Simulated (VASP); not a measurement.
Consider the following.

```cif
data_AuZn
_chemical_formula_sum 'Zn1 Au1'
_space_group_name_H-M_alt 'P 1'
_space_group_IT_number 1
_cell_length_a 3.15051
_cell_length_b 3.15051
_cell_length_c 3.15051
_cell_angle_alpha 90.000
_cell_angle_beta 90.000
_cell_angle_gamma 90.000
loop_
_space_group_symop_operation_xyz
  'x, y, z'
loop_
_atom_site_label
_atom_site_type_symbol
_atom_site_fract_x
_atom_site_fract_y
_atom_site_fract_z
_atom_site_occupancy
Zn1 Zn 0.50000 0.50000 0.50000 1
Au1 Au 0.00000 0.00000 0.00000 1
```

Computed with r2SCAN meta-GGA, VASP's PBE PAW potentials (set 64) (plane waves; VASP). Numerical set-up: 520 eV cut-off, 12×12×12 Γ-centred mesh, first-order Methfessel-Paxton smearing of 0.10 eV, potentials Zn Au.

Problem. Give the energy at these volumes per atom, relative to the lowest: 14.69, 15.16, 15.63, 16.10, 16.57 Å³.

Solution. 28.1, 6.7, 0.0, 5.5, 20.8 meV/atom. A third-order Birch-Murnaghan fit gives B0 = 137 GPa and B0′ = 5.7.

Measured: bulk modulus 131 GPa (computed value off by +4.7 %), as given by Niraj K. Nepal et al., Physical Review B (2020), arXiv:2007.11150. The calculation is for a static lattice, while the measured bulk modulus holds thermal and zero-point effects, which are part of the difference.

The compound is AuZn in the CsCl type structure. It was relaxed first.
